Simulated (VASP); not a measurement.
Given:

```xyz
3
Lattice="0.0000 3.5516 3.5516 3.5516 0.0000 3.5516 3.5516 3.5516 0.0000" Properties=species:S:1:pos:R:3 pbc="T T T"
Sr     0.0000     0.0000     0.0000
Cl     1.7758     1.7758     1.7758
Cl     5.3274     5.3274     5.3274
```

All values below come from vdW-DF2, VASP's PBE PAW potentials (set 64) (plane waves; VASP 6.6.1). Run with 520 eV cut-off, Gaussian smearing of 0.050 eV, potentials Sr_sv Cl.

Task: Give the energies of bands 7 to 15 at the high-symmetry points, in eV from the valence-band maximum.

Result: 
```
band      Γ      X      U      L      W
----  -----  -----  -----  -----  -----
7     -1.92  -2.55  -2.36  -1.41  -2.27
8     -1.92  -1.74  -1.77  -1.41  -2.07
9     -1.92  -1.74  -1.59  -1.39  -1.11
10    -0.32  -0.36  -0.64  -1.24  -1.11
11    -0.32  -0.36  -0.49  -0.96  -0.28
12    -0.32   0.00  -0.10  -0.96  -0.09
13     4.84   5.29   5.70   6.53   5.94
14     6.05   6.92   6.99   6.53   6.79
15     6.05   7.34   7.08   7.30   7.07
```

The gap is indirect, 4.84 eV, from the valence maximum at X to the conduction minimum at Γ.

Measured: gap 7.50 eV (computed value off by -2.66 eV), as given by Andrés Aguado et al., Journal of the Physical Society of Japan (1999), arXiv:cond-mat/9901145.

The compound is SrCl2 in the fluorite structure. It was relaxed first, which changed the volume by +5 %.
